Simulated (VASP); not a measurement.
Input:

```yaml
crystal:
  lattice:
    - [3.85359, -2.15569, -0.03478]
    - [3.85359, 2.15569, -0.03478]
    - [2.67970, 0.00000, 3.50964]
  atoms:
    - { symbol: Sb, position: [0.23724, 0.23724, 0.23724] }
    - { symbol: Sb, position: [0.76276, 0.76276, 0.76276] }
```

Calculation: MS2 meta-GGA, VASP's PBE PAW potentials (set 64) (plane waves; VASP 6.6.1). Run with 520 eV cut-off, 12×12×12 Γ-centred mesh, tetrahedra with Blöchl corrections, potentials Sb.

Unless said otherwise, spin-orbit coupling is left out, though it shifts the bands of the heavy elements here.

Problem. Estimate the energy per atom (σ→0), band gap (over mesh and band path) with the smallest direct gap where there is one.

Solution. 
- band gap (over mesh and band path): none (metal, semimetal or under 0.01 eV)
- energy per atom (σ→0): -0.273 eV/atom

The compound is Sb in the a7 structure. It was relaxed first.
